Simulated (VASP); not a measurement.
Calculation: optB86b-vdW, VASP's PBE PAW potentials (set 64) (plane waves; VASP).

Input for VASP

**INCAR**
```
AGGAC=0.0
ALGO=Normal
EDIFF=1E-7
ENCUT=520
GGA=MK
ISIF=2
ISMEAR=-5
LASPH=.TRUE.
LCHARG=.TRUE.
LMAXMIX=6
LORBIT=11
LREAL=.FALSE.
LUSE_VDW=.TRUE.
LWAVE=.FALSE.
NEDOS=601
NELM=100
PARAM1=0.1234
PARAM2=1.0
PREC=Accurate
SYSTEM=Ta
```

POSCAR:
```
Ta
1
   -1.6500000000     1.6500000000     1.6500000000
    1.6500000000    -1.6500000000     1.6500000000
    1.6500000000     1.6500000000    -1.6500000000
Ta
1
Direct
  0.0000000000   0.0000000000   0.0000000000
```

### KPOINTS
```
Regular mesh
0
gamma
17 17 17
```

POTCAR, in this order: Ta_pv (PBE.64 set). Program: vasp_std.

Unless said otherwise, spin-orbit coupling is left out, though it shifts the bands of the heavy elements here.

### Question
Estimate the energy per atom (σ→0), band gap (on the k-mesh).

### Answer

```yaml
energy per atom (σ→0): -9.357 eV/atom
band gap (on the k-mesh): none (metal, semimetal or under 0.01 eV)
```

File OSZICAR:
```
...
DAV:   6    -0.945995615276E+01    0.34265E+00   -0.38267E-01  3081   0.753E+00    0.657E+00
DAV:   7    -0.935784252505E+01    0.10211E+00   -0.30927E-01  3113   0.644E+00    0.371E-01
DAV:   8    -0.935670267634E+01    0.11398E-02   -0.38727E-03  3211   0.818E-01    0.836E-02
DAV:   9    -0.935670283290E+01   -0.15656E-06   -0.95584E-05  3136   0.122E-01    0.322E-02
DAV:  10    -0.935670016292E+01    0.26700E-05   -0.85015E-06  3282   0.412E-02    0.416E-03
DAV:  11    -0.935669956254E+01    0.60038E-06   -0.24526E-07  3180   0.703E-03    0.826E-04
DAV:  12    -0.935669946455E+01    0.97987E-07   -0.46871E-09  1561   0.798E-04
   1 F= -.93566995E+01 E0= -.93566995E+01  d E =0.000000E+00
```

The compound is Ta in the bcc structure. The cell was not relaxed at this level.
